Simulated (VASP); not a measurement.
A convergence study with VASP on PbTe (rock salt): one setting is varied, all else stays as given below, so the limit is that of these other settings. Each run relaxes cell and ions from the cell shown. The basis is that of the starting cell, so low cut-offs carry a Pulay error.

```
CELL_PARAMETERS angstrom
      0.00000     3.23000     3.23000
      3.23000     0.00000     3.23000
      3.23000     3.23000     0.00000
ATOMIC_POSITIONS crystal
  Te 0.50000 0.50000 0.50000
  Pb 0.00000 0.00000 0.00000
```

Method: PBE GGA, VASP's PBE PAW potentials (set 64) (plane waves; VASP 6.6.1). The tightest run used: 700 eV cut-off, 6×6×6 Γ-centred mesh, Gaussian smearing of 0.050 eV, potentials Te Pb_d.

Unless said otherwise, spin-orbit coupling is left out, though it shifts the bands of the heavy elements here. Gaps are read on the run's mesh, which can miss a band edge.

```json
[
 {"setting": "ENCUT = 200", "relaxed volume (Å³/atom)": "31.467", "E (eV/atom)": "-3.7460", "gap on the mesh (eV)": "0.576", "plane waves": "444"},
 {"setting": "ENCUT = 250", "relaxed volume (Å³/atom)": "35.199", "E (eV/atom)": "-3.7588", "gap on the mesh (eV)": "0.820", "plane waves": "620"},
 {"setting": "ENCUT = 300", "relaxed volume (Å³/atom)": "35.205", "E (eV/atom)": "-3.7583", "gap on the mesh (eV)": "0.820", "plane waves": "821"},
 {"setting": "ENCUT = 350", "relaxed volume (Å³/atom)": "35.162", "E (eV/atom)": "-3.7581", "gap on the mesh (eV)": "0.818", "plane waves": "1018"}
]
```

Q: These are the cheaper rows. Estimate the results at ENCUT = 700, and how far the last row shown lies from them.

A: 
```json
[
 {"quantity": "relaxed volume (Å³/atom)", "tightest run": "35.431", "last row shown is off by": "-0.269"},
 {"quantity": "E (eV/atom)", "tightest run": "-3.7619", "last row shown is off by": "0.0038"},
 {"quantity": "gap on the mesh (eV)", "tightest run": "0.832", "last row shown is off by": "-0.014"}
]
```

Left out are rungs that failed or repeat a setting and relaxations that didn't move; long series are thinned to 24 rows.

The compound is PbTe in the rock salt structure.
